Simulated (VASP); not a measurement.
An input for Ansatz (written as the equivalent of a VASP run, and not itself run):

Ansatz 0.2 input:
```yaml
crystal:
  lattice:
    - [3.9734750, 0.0000000, 0.0000000]
    - [-1.9867375, 3.4411305, 0.0000000]
    - [0.0000000, 0.0000000, 7.2920975]
  atoms:
    - { symbol: Ba, position: [0.0000000, 0.0000000, 0.0000000] }
    - { symbol: Ba, position: [0.0000000, 0.0000000, 0.5000000] }
    - { symbol: S, position: [0.3333330, 0.6666670, 0.2500000] }
    - { symbol: S, position: [0.6666670, 0.3333330, 0.7500000] }
kpoints:
  mp_grid: { grid: [7, 7, 3] }
hamiltonian:
  xc: pbesol
  pseudopotentials: { kind: paw }
scf:
  occupations: { method: gaussian, width: 0.05 }
  max_iter: 100
relax:
  max_steps: 40
  f_tol: 0.02
  cell: { p_target: 20 }
output: { forces: true, stress: true, eigenvalues: true }
```

Question: Write the VASP files for the same calculation (PBEsol).

Answer: One answer among several that fit: 
### INCAR
```
ALGO=Normal
EDIFF=1E-6
EDIFFG=-0.02
ENCUT=500
GGA=PS
IBRION=2
ISIF=3
ISMEAR=0
LASPH=.TRUE.
LCHARG=.FALSE.
LMAXMIX=4
LREAL=.FALSE.
LWAVE=.FALSE.
NELM=100
NSW=40
PREC=Accurate
PSTRESS=200
SIGMA=0.05
SYSTEM=BaS
```

File KPOINTS:
```
Automatic mesh
0
Gamma
7 7 3
0 0 0
```

### POSCAR
```
BaS
1
    3.9734750369     0.0000000000     0.0000000000
   -1.9867375185     3.4411304993     0.0000000000
    0.0000000000    -0.0000000000     7.2920975188
Ba S
2 2
Direct
  0.0000000000   0.0000000000   0.0000000000
  0.0000000000   0.0000000000   0.5000000000
  0.3333330000   0.6666670000   0.2500000000
  0.6666670000   0.3333330000   0.7500000000
```

POTCAR, in this order: Ba_sv S (PBE.64 set). Program: vasp_std.

Limits of the translation: each code has its own PAW files, so the cut-off isn't converted (ENCUT is set for VASP's; basis.ecutwfc is left out, and Ansatz then takes the one that its files recommend); Ansatz stops its SCF on the density residual and VASP on the energy change (EDIFF).

The structure was generated: BaS was put into the NiAs type type (P6_3/mmc), which need not be its known phase. It was relaxed first under an external pressure of 20 GPa.
